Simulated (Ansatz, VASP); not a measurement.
# IrCl2: VASP beside Ansatz

Aim: how closely do two programs agree when they are given the same cell, functional and k mesh? The cell is generated by rule, not measured, and may not be a known phase. The cell is taken from a series of runs on this material, whose earlier steps may have relaxed or scaled it; both programs get it as it stands.

Program: Ansatz 0.2.0. Level of theory: plane waves, with VASP 6.6.1 beside it; single point at PBE. Results are calculated unless marked as measured.

## 1. The structure

The structure is tetragonal, space group P4/mmm (No. 123). Conventional cell: a = 2.913 Å, b = 2.913 Å, c = 9.282 Å, α = 90.00°, β = 90.00°, γ = 90.00°. Nearest to Ir lie 2 Cl at 2.20 Å. Nearest to Cl lie 1 Ir at 2.20 Å. Farther neighbours and most contacts between anions are not listed.

## 2. Ansatz: single point, PBE

Ansatz runs on its default PAW (the set named soft_2) files.

A single point gives forces, pressure and levels at one fixed geometry, so differences don't come from the geometry; what else differs is listed under the comparison.

File input.yaml:

```yaml
crystal:
  lattice:
    - [2.913245875, 0.0, 0.0]
    - [0.0, 2.913245875, 0.0]
    - [0.0, 0.0, 9.2815951727]
  atoms:
    - { symbol: Ir, position: [0.5, 0.5, 0.0] }
    - { symbol: Cl, position: [0.5, 0.5, 0.2365403886] }
    - { symbol: Cl, position: [0.5, 0.5, 0.7634596114] }
hamiltonian:
  xc: pbe
  pseudopotentials: { kind: paw }
kpoints:
  mp_grid: { grid: [8, 8, 3] }
scf:
  occupations: { method: fermi_dirac, width: 0.05 }
  n_extra_bands: 4
output:
  forces: true
  stress: true
  eigenvalues: true
```

Launch:

```sh
$ ansatz run input.yaml --threads 2 --pin off --max-ram 4608MiB --backend cpu --events-out ev --progress --plain --runs-dir out
```

Numbers of over 12 decimals in the logs are rounded to 6 here.

The log of the run:

```text
scf.n_extra_bands = 4 over 16 filled bands (N_el = 31.0): the run solves 20 bands
Engine: ansatz 0.2.0, aarch64-unknown-linux-gnu
Pseudopotentials: kind: paw
Pseudopotential: Ir, paw, valence charge 17, recommended cutoff 420 eV (normal), Ir.paw.azcp
Pseudopotential: Cl, paw, valence charge 7, recommended cutoff 420 eV (normal), Cl.paw.azcp
Functional definition: PBE
  parameter kappa = 0.804
  parameter beta = 0.066725
  exchange = pbe_x(kappa = kappa, mu = beta*pi^2/3)
  correlation = pbe_c(beta = beta)
Crystal: 3 atoms, lattice volume = 78.773 Å³
Basis set: ecut = 420 eV, 1523 PW (Γ), exchange–correlation on 40×40×128 points (8 copies of the dense FFT grid, shifted against one another)
Bands: 20, of which v1, the nominal top of the filled ones, is band 16 counted from 1 (15 counted from 0)
Symmetry: 16 space group operations
Space group: P4/mmm (ITA 123), of the structure as read, at distance tolerance 4.3e-5 Å
k-points: 30 of 192
Non-local potential: Ir, projectors of the file, l = 0: 3, l = 1: 2, l = 2: 2, l = 3: 1
Non-local potential: Cl, projectors of the file, l = 0: 2, l = 1: 2, l = 2: 2
PAW form: soft (Blöchl's): semilocal exchange-correlation on the pseudo side does not see the compensation charge
PAW one-centre angular grid: Ir, 590 points (default); XC on 64 Gauss nodes
PAW one-centre angular grid: Cl, 110 points (default); XC on 64 Gauss nodes
Initial density: superposition of atomic densities (neutral atoms: chi_scale 0, normalization atom), corrected by the library's trained network
Initial wavefunctions: pseudopotential atomic-orbital guess
Functional: x = pbe(κ = 0.804, μ = 0.219515), c = pbe(β = 0.066725)
SCF iter   1: F=—  HF=-14093.854749 eV  |F-HF|=—  |Δ(HF+E_count)|=         —  Δρ=8.84e-3  dr2=2.02e-1  ethr=1.77e-3  ⟨swp⟩=6.1  Hψ=3019  notcnv=0
preconditioner: auto → LDOS  [insulator: Δε(μ)=0.201 eV  Ē_g=9.811 eV  σ=0.050 eV  W_gap=0.76  n_scr=18 (ndim 8)  ℏωp=20.1 eV  f_vac=0.231  D(μ)=1.15/eV (n_scr^D=4)  ε∞_Penn≈5.2  β→1.0]
SCF iter   2: F=—  HF=-14093.948694 eV  |F-HF|=—  |Δ(HF+E_count)|=   9.39e-2  Δρ=2.64e-2  dr2=1.94e0  ethr=6.51e-4  ⟨swp⟩=2.7  Hψ=1256  notcnv=0  defer=2  recentre
SCF iter   3: F=—  HF=-14093.833479 eV  |F-HF|=—  |Δ(HF+E_count)|=   1.15e-1  Δρ=4.69e-3  dr2=6.26e-2  ethr=6.51e-4  ⟨swp⟩=2.5  Hψ=1073  notcnv=0
SCF iter   4: F=—  HF=-14093.824326 eV  |F-HF|=—  |Δ(HF+E_count)|=   9.15e-3  Δρ=9.09e-4  dr2=1.11e-3  ethr=2.02e-4  ⟨swp⟩=2.0  Hψ=868  notcnv=0
SCF iter   5: F=—  HF=-14093.824204 eV  |F-HF|=—  |Δ(HF+E_count)|=   1.22e-4  Δρ=1.66e-4  dr2=1.28e-5  ethr=3.59e-6  ⟨swp⟩=2.5  Hψ=921  notcnv=0
SCF iter   6: F=—  HF=-14093.824050 eV  |F-HF|=—  |Δ(HF+E_count)|=   1.54e-4  Δρ=6.03e-5  dr2=6.95e-6  ethr=4.11e-8  ⟨swp⟩=2.0  Hψ=941  notcnv=0
SCF iter   7: F=—  HF=-14093.824050 eV  |F-HF|=—  |Δ(HF+E_count)|=   1.01e-7  Δρ=4.18e-5  dr2=3.76e-6  ethr=2.24e-8  ⟨swp⟩=1.0  Hψ=607  notcnv=0
SCF iter   8: F=—  HF=-14093.824050 eV  |F-HF|=—  |Δ(HF+E_count)|=   3.51e-7  Δρ=1.21e-5  dr2=3.76e-7  ethr=1.21e-8  ⟨swp⟩=1.0  Hψ=600  notcnv=0
SCF iter   9: F=-14093.824050 eV  HF=-14093.824050 eV  |F-HF|=2.78e-8  |Δ(HF+E_count)|=   2.65e-8  Δρ=3.95e-6  dr2=3.02e-8  ethr=3.23e-10  ⟨swp⟩=4.1  Hψ=1946  notcnv=0
SCF 1 converged in 9 iterations: F = -14093.824050 eV  dr2 = 3.02e-8
  greatest PAW one-centre occupation: 1.000 electrons in one spin orbital (limit 2), on the Ir atom at site 0 (counted from 0), in its partial waves of l = 0
SCF converged after 9 iterations
Free energy (F): -14093.824050 eV
Harris-Foulkes:  -14093.824050 eV  (|F-HF|=2.78e-8)
Internal energy: -14093.808058 eV  (E = F + TS)
E sigma→0 (E₀):  -14093.816054 eV
Entropy (-TS):   -0.015992 eV (-5.331 meV/atom)
Fermi energy:    5.195507 eV
--- Per-component energies (eV) ---
  E_band       = -435.421401
  E_kinetic    = 941.879813
  E_local      = -5105.369431  (includes V_loc(G=0)·N_el)
  E_nonlocal   = 131.157018
  E_hartree    = 2180.885494
  E_xc         = -478.791033
  E_vxc        = -539.512263  (∫ρ·V_xc dr)
  E_paw        = -10541.687772  (= ΣΔE_a)
  E_vpaw       = -225.338223  (= ΣTr[D̂ρ^β])
  E_aug_tail   = 0.000248  (compensation charges beyond the density's cutoff)
  E_ewald      = -1221.882395
  E_smearing   = -0.015992  (= −TS)
  E_closure    = -0.000000  (closes the sum)
  Σ components = -14093.824050   (vs F -14093.824050, Δ=0.00e0)
--- Forces (eV/Å), atoms counted from 1 ---
  atom   1  Ir     0.00000000     0.00000000     0.00000000
  atom   2  Cl     0.00000000     0.00000000     0.21862878
  atom   3  Cl     0.00000000     0.00000000    -0.21862878
  max |Σ_I F_I| component: 2.78e-17 eV/Å
--- Stress (GPa, compression-positive) ---
       -1.090975       0.000000       0.000000
        0.000000      -1.090975       0.000000
        0.000000       0.000000       1.890469
  P = ⅓ Tr σ = -0.0972 GPa (-0.972 kbar)
--- Band table (eV; the first three rows and the last of 30) ---
  k-point 0: bands = [... 12 lower, 4.4222, 4.4222, 5.5172, 6.0853, 6.0853, 8.5063, 12.2257, 12.3247]
  k-point 1: bands = [... 12 lower, 4.4238, 4.4238, 5.5172, 6.0836, 6.0836, 9.0804, 10.9053, 12.8862]
  k-point 2: bands = [... 12 lower, 3.7193, 4.4865, 5.2972, 5.5982, 6.1290, 8.6593, 12.4054, 12.8260]
  k-point 29: bands = [... 12 lower, 2.5695, 4.0626, 4.0626, 6.5784, 8.0721, 10.7549, 10.7549, 11.5878]
```

The run ends at a pressure of -0.10 GPa, with forces up to 0.22 eV/Å.

## 3. VASP: single point, PBE

The same cell, functional, mesh and smearing now go to VASP, with its own data sets and cutoff.

Lines of VASP's logs that name or quote its potential files are left out, and so is its time.

File INCAR:

```
SYSTEM = IrCl2
PREC = Accurate
ENCUT = 400
EDIFF = 1E-06
NELM = 100
ISMEAR = -1
SIGMA = 0.05
LREAL = .FALSE.
ALGO = Normal
GGA = PE
NBANDS = 17
LASPH = .TRUE.
LORBIT = 11
LWAVE = .FALSE.
LCHARG = .FALSE.
KPAR = 2
ISIF = 2
```

File POSCAR:

```
IrCl2
1.0
    2.9132458750      0.0000000000      0.0000000000
    0.0000000000      2.9132458750      0.0000000000
    0.0000000000      0.0000000000      9.2815951727
Ir Cl
1 2
Direct
    0.5000000000      0.5000000000      0.0000000000
    0.5000000000      0.5000000000      0.2365403886
    0.5000000000      0.5000000000      0.7634596114
```

File KPOINTS:

```
Automatic mesh
0
Gamma
8 8 3
0 0 0
```

Potentials, in the order of the species: Ir and Cl (PBE family, release 64).

Launch:

```sh
$ mpirun -np 2 vasp_std
```

The log of the run:

```text
[banner, memory and clock lines left out]
running    2 mpi-ranks, on    1 nodes
 distrk:  each k-point on    1 cores,    2 groups
 distr:  one band on    1 cores,    1 groups

 POSCAR found type information on POSCAR IrCl
 POSCAR found :  2 types and       3 ions
 LDA part: xc-table for (Slater+PW92), standard interpolation
 POSCAR, INCAR and KPOINTS ok, starting setup
 FFT: planning ... GRIDC
 FFT: planning ... GRID_SOFT
 FFT: planning ... GRID
 WAVECAR not read
 entering main loop
       N       E                     dE             d eps       ncg     rms          rms(c)
DAV:   1     0.158625481035E+03    0.15863E+03   -0.88015E+03  1020   0.945E+02
DAV:   2    -0.205478925488E+00   -0.15883E+03   -0.15290E+03  1239   0.259E+02
DAV:   3    -0.129870972589E+02   -0.12782E+02   -0.12476E+02  1256   0.755E+01
DAV:   4    -0.132105459979E+02   -0.22345E+00   -0.22289E+00  1394   0.116E+01
DAV:   5    -0.132158782914E+02   -0.53323E-02   -0.53312E-02  1365   0.167E+00    0.155E+01
DAV:   6    -0.128637172274E+02    0.35216E+00   -0.76315E+00  1469   0.298E+01    0.121E+01
DAV:   7    -0.122015319533E+02    0.66219E+00   -0.69825E+00  1359   0.238E+01    0.557E+00
DAV:   8    -0.120368662919E+02    0.16467E+00   -0.30030E-01  1380   0.715E+00    0.130E+00
DAV:   9    -0.120313000395E+02    0.55663E-02   -0.43152E-02  1522   0.163E+00    0.402E-01
DAV:  10    -0.120296663909E+02    0.16336E-02   -0.57810E-03  1369   0.700E-01    0.202E-01
DAV:  11    -0.120295358352E+02    0.13056E-03   -0.25680E-04  1257   0.131E-01    0.910E-02
DAV:  12    -0.120294793890E+02    0.56446E-04   -0.94592E-05  1151   0.651E-02    0.288E-02
DAV:  13    -0.120294747826E+02    0.46064E-05   -0.57726E-06  1340   0.204E-02    0.830E-03
DAV:  14    -0.120294681214E+02    0.66612E-05   -0.48338E-06  1122   0.161E-02    0.595E-03
DAV:  15    -0.120294676137E+02    0.50771E-06   -0.79987E-07  1039   0.664E-03
   1 F= -.12029468E+02 E0= -.12021912E+02  d E =-.151111E-01
```

From OUTCAR (step 3):

```text
ion  position               nearest neighbor table
   1  0.500  0.500  0.000-   2 2.20   3 2.20
   2  0.500  0.500  0.237-   1 2.20
   3  0.500  0.500  0.763-   1 2.20

  LATTYP: Found a simple tetragonal cell.
 ALAT       =     2.9132458750
 C/A-ratio  =     3.1859978769

 Subroutine GETGRP returns: Found 16 space group operations
 (whereof 16 operations were pure point group operations)

The static configuration has the point symmetry D_4h.

 Found     30 irreducible k-points:

   k-points           NKPTS =     30   k-points in BZ     NKDIM =     30   number of bands    NBANDS=     17

   dimension x,y,z NGX =    20 NGY =   20 NGZ =   64
   dimension x,y,z NGXF=    40 NGYF=   40 NGZF=  128

   ENCUT  =  400.0 eV  29.40 Ry    5.42 a.u.   4.75  4.75 15.14*2*pi/ulx,y,z

   NELECT =      23.0000    total number of electrons

 k-points in reciprocal lattice and weights: Automatic mesh
   0.00000000  0.00000000  0.00000000       0.005
   0.12500000  0.00000000  0.00000000       0.021
   0.25000000  0.00000000  0.00000000       0.021
   0.37500000  0.00000000  0.00000000       0.021
   0.50000000  0.00000000  0.00000000       0.010
   0.12500000  0.12500000  0.00000000       0.021
   0.25000000  0.12500000  0.00000000       0.042
   0.37500000  0.12500000  0.00000000       0.042
   0.50000000  0.12500000  0.00000000       0.021
[...]
0.50000000  0.37500000  0.33333333       0.042
   0.50000000  0.50000000  0.33333333       0.010

 average (electrostatic) potential at core
       1 -56.6660       2 -94.0753       3 -94.0753

 E-fermi :   1.6575

 k-point     1 :       0.0000    0.0000    0.0000
  band No.  band energies     occupation
    ...
      6      -2.0064      2.00000
      7      -0.7287      2.00000
      8      -0.7287      2.00000
      9       0.8798      2.00000
     10       0.8798      2.00000
     11       1.9824      0.00301
     12       2.5323      0.00000
     13       2.5323      0.00000
     14       4.9697      0.00000
     15       8.7605      0.00000
    ...

 k-point     2 :       0.1250    0.0000    0.0000
  band No.  band energies     occupation
    ...
      6      -1.8119      2.00000
      7      -1.3272      2.00000
      8      -0.6772      2.00000
      9       0.1775      2.00000
     10       0.9442      2.00000
     11       1.7639      0.21287
     12       2.0458      0.00085
     13       2.5760      0.00000
     14       5.1240      0.00000
     15       8.8606      0.00000
    ...

 k-point     3 :       0.2500    0.0000    0.0000
  band No.  band energies     occupation
    ...
      8      -0.5501      2.00000
      9      -0.2368      2.00000
     10       1.0637      1.99999
     11       1.1389      1.99994
     12       1.3227      1.99753
     13       2.6863      0.00000
     14       5.5128      0.00000
     15       8.6159      0.00000
     16      10.4806      0.00000
     17      11.2743      0.00000

  Total       -0.5625056     -0.5625056      1.1559486      0.0000000     -0.0000000      0.0000000
  in kB      -11.4409088    -11.4409088     23.5110596      0.0000000     -0.0000000      0.0000000
  external PRESSURE =       0.2097473 kB  Pullay stress =       0.0000000 kB

  energy-cutoff  :      400.00
  volume of cell :       78.77
      direct lattice vectors                 reciprocal lattice vectors
     2.913245875  0.000000000  0.000000000     0.343259733  0.000000000  0.000000000
     0.000000000  2.913245875  0.000000000     0.000000000  0.343259733  0.000000000
     0.000000000  0.000000000  9.281595173     0.000000000  0.000000000  0.107740101

 POSITION                                       TOTAL-FORCE (eV/Angst)
 -----------------------------------------------------------------------------------
      1.45662      1.45662      0.00000         0.000000      0.000000      0.000000
      1.45662      1.45662      2.19547         0.000000      0.000000      0.276489
      1.45662      1.45662      7.08612         0.000000      0.000000     -0.276489
 -----------------------------------------------------------------------------------
    total drift:                                0.000000      0.000000     -0.000000

  FREE ENERGIE OF THE ION-ELECTRON SYSTEM (eV)
  ---------------------------------------------------
  free  energy   TOTEN  =       -12.0294676137 eV

  energy  without entropy=      -12.0143565320  energy(sigma->0) =      -12.02191207

 total charge
# of ion       s       p       d       tot
------------------------------------------
    1        0.617   0.493   6.918   8.027
    2        1.620   3.439   0.000   5.059
    3        1.620   3.439   0.000   5.059
--------------------------------------------------
tot          3.857   7.371   6.918  18.146

[... 3 further parts left out ...]
```

This run has no spin polarisation, although Ir can carry a moment. Its electron count is odd, so without a moment it is a metal by construction. The k-mesh is coarse for a metal.

## 4. Comparison

Known differences besides the PAW data sets themselves: the data sets hold 31 valence electrons in Ansatz (default PAW (the set named soft_2) files) and 23 in VASP; the cutoff is 420 eV in Ansatz and 400 eV in VASP. Total energies have different zeros and are not compared.

Both answers:

```tsv
quantity	Ansatz	VASP	difference
pressure (GPa)	-0.10	0.02	-0.12
```

Forces (eV/Å; atoms numbered as in POSCAR):

```tsv
atom	Ansatz x, y, z	VASP x, y, z
Ir1	0.000, 0.000, 0.000	0.000, 0.000, 0.000
Cl2	0.000, 0.000, 0.219	0.000, 0.000, 0.276
Cl3	0.000, 0.000, -0.219	0.000, 0.000, -0.276
```

The forces differ by 27 meV/Å r.m.s., which is 20.9 % of the r.m.s. force of 0.13 eV/Å (both taken over all components).

## 5. Looking for the cause

The difference is large enough to ask for its cause, so further runs change the set-up of one program at a time, as the table lists.

```tsv
run	r.m.s. force difference (meV/Å)
as above	27
VASP with the data sets Ir_sv_GW and Cl_GW and a cutoff of 520 eV	14
VASP with the data sets Ir and Cl_h and a cutoff of 660 eV	40
```

## 6. What came out

* r.m.s. force difference (single point, PBE): 27 meV/Å

**Reading.** The r.m.s. force difference is 27 meV/Å (single point, PBE), beyond the 12 meV/Å picked in this series as the mark of a large difference. For single point, PBE: VASP with the data sets Ir_sv_GW and Cl_GW and a cutoff of 520 eV cuts the r.m.s. force difference from 27 to 14 meV/Å; whether that points to the cause isn't shown. Differences of this kind measure data sets and numerical settings, not the functional's error against experiment.

[Lines on the potential files, build, host, timing and source positions are cut from VASP's logs without a mark.]

[Logs are printed without paths, hosts, clocks, repeated set-up lines and the standing remarks that a program may print on its own settings, such as how far it seeks lower states.]

[Hosts, paths, dates, database ids (printed as entryN), source tags and the programs' standing remarks are cut or masked in the printed files.]
